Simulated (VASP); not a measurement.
Input:

```xyz
2
Lattice="0.0000 2.9194 2.9194 2.9194 0.0000 2.9194 2.9194 2.9194 0.0000" Properties=species:S:1:pos:R:3 pbc="T T T"
Ag     0.0000     0.0000     0.0000
Br     2.9194     2.9194     2.9194
```

Method: PBE GGA, VASP's PBE PAW potentials (set 64) (plane waves; VASP). Numerical set-up: 520 eV cut-off, Gaussian smearing of 0.050 eV, potentials Ag Br.

Problem. Give the energies of bands 2 to 11 at the high-symmetry points, in eV from the valence-band maximum.

Solution. 
```
band      Γ      X      U      L      W
----  -----  -----  -----  -----  -----
2     -2.59  -3.91  -3.87  -4.86  -3.88
3     -2.59  -2.83  -3.78  -3.86  -3.61
4     -2.59  -2.58  -3.50  -3.86  -3.61
5     -2.59  -2.58  -2.46  -2.32  -2.23
6     -2.59  -2.45  -2.27  -2.32  -2.23
7     -1.75  -2.23  -2.07  -2.00  -2.12
8     -1.75  -2.23  -1.88   0.00  -2.12
9     -1.75  -2.16  -1.10   0.00  -1.39
10     0.69   1.71   3.00   3.88   3.71
11     9.93   7.15   6.84   6.30   7.13
```

The gap is indirect, 0.69 eV, from the valence maximum at L to the conduction minimum at Γ.

The compound is AgBr in the rock salt structure. It was relaxed first.
